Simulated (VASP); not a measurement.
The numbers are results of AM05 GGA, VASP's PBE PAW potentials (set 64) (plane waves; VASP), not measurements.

VASP ran on this input.

File POSCAR:
```
KMgF3
1.0
  4.0080604902   0.0000000000   0.0000000000
  0.0000000000   4.0080604902   0.0000000000
  0.0000000000   0.0000000000   4.0080604902
K Mg F
1 1 3
Cart
  0.0000000000   0.0000000000   0.0000000000
  2.0040302451   2.0040302451   2.0040302451
  2.0040302451   0.0000000000   2.0040302451
  0.0000000000   2.0040302451   2.0040302451
  2.0040302451   2.0040302451   0.0000000000
```

File KPOINTS:
```
Automatic mesh
0
Gamma
5 5 5
0 0 0
```

### INCAR
```
# general
SYSTEM = KMgF3
PREC   = Accurate
ENCUT  = 520
LREAL  = .False.
LASPH  = .True.

# electronic loop
EDIFF  = 1E-6
NELM   = 100
ALGO   = Normal

# smearing
ISMEAR = 0
SIGMA  = 0.05

# functional
GGA    = AM

# ions
IBRION = 2
NSW    = 60
ISIF   = 3
EDIFFG = -0.02

# output
LWAVE  = .False.
LCHARG = .False.
```

POTCAR, in this order: K_sv Mg F (PBE.64 set). Program: vasp_std.

Output

File OSZICAR:
```
       N       E                     dE             d eps       ncg     rms          rms(c)
DAV:   1     0.239776973970E+03    0.23978E+03   -0.17492E+04   400   0.155E+03
DAV:   2    -0.152509413880E+02   -0.25503E+03   -0.24807E+03   540   0.379E+02
DAV:   3    -0.260021434948E+02   -0.10751E+02   -0.10726E+02   480   0.764E+01
DAV:   4    -0.262911333258E+02   -0.28899E+00   -0.28862E+00   696   0.113E+01
DAV:   5    -0.262925679417E+02   -0.14346E-02   -0.14346E-02   460   0.778E-01    0.810E+00
DAV:   6    -0.244812037016E+02    0.18114E+01   -0.77566E+00   444   0.206E+01    0.380E+00
DAV:   7    -0.244687125999E+02    0.12491E-01   -0.21477E-01   532   0.324E+00    0.240E+00
DAV:   8    -0.244721478372E+02   -0.34352E-02   -0.76181E-02   464   0.295E+00    0.264E-01
DAV:   9    -0.244726719020E+02   -0.52406E-03   -0.13671E-02   548   0.862E-01    0.136E-01
DAV:  10    -0.244729758214E+02   -0.30392E-03   -0.10311E-03   500   0.265E-01    0.830E-02
DAV:  11    -0.244730748151E+02   -0.98994E-04   -0.39266E-04   460   0.156E-01    0.377E-02
DAV:  12    -0.244730430833E+02    0.31732E-04   -0.17824E-04   472   0.944E-02    0.376E-03
DAV:  13    -0.244730434700E+02   -0.38672E-06   -0.22254E-06   400   0.126E-02
   1 F= -.24473043E+02 E0= -.24473043E+02  d E =-.244730E+02
```

OUTCAR:
```
------------------------ aborting loop because EDIFF is reached ----------------------------------------
  FORCE on cell =-STRESS in cart. coord.  units (eV):
  Direction    XX          YY          ZZ          XY          YZ          ZX
  --------------------------------------------------------------------------------------
  Total        0.0773310      0.0773310      0.0773310     -0.0000000      0.0000000      0.0000000
  in kB        1.9242497      1.9242497      1.9242497     -0.0000000      0.0000000      0.0000000
  external PRESSURE =       1.9242497 kB  Pullay stress =       0.0000000 kB
  volume of cell :       64.39
      direct lattice vectors                 reciprocal lattice vectors
     4.008060490  0.000000000  0.000000000     0.249497233  0.000000000  0.000000000
     0.000000000  4.008060490  0.000000000     0.000000000  0.249497233  0.000000000
     0.000000000  0.000000000  4.008060490     0.000000000  0.000000000  0.249497233
 POSITION                                       TOTAL-FORCE (eV/Angst)
 -----------------------------------------------------------------------------------
      0.00000      0.00000      0.00000         0.000000      0.000000      0.000000
      2.00403      2.00403      2.00403         0.000000      0.000000      0.000000
      2.00403      0.00000      2.00403         0.000000      0.000000      0.000000
      0.00000      2.00403      2.00403         0.000000      0.000000      0.000000
      2.00403      2.00403      0.00000         0.000000      0.000000      0.000000
 -----------------------------------------------------------------------------------
    total drift:                                0.000000      0.000000     -0.000000
  FREE ENERGIE OF THE ION-ELECTRON SYSTEM (eV)
  ---------------------------------------------------
  free  energy   TOTEN  =       -24.4730434700 eV

  energy  without entropy=      -24.4730434700  energy(sigma->0) =      -24.47304347

 reached required accuracy - stopping structural energy minimisation
```
(Selected blocks of OUTCAR.)

The compound is KMgF3 in the cubic perovskite structure. It was relaxed first. The start is the result of an earlier pass.
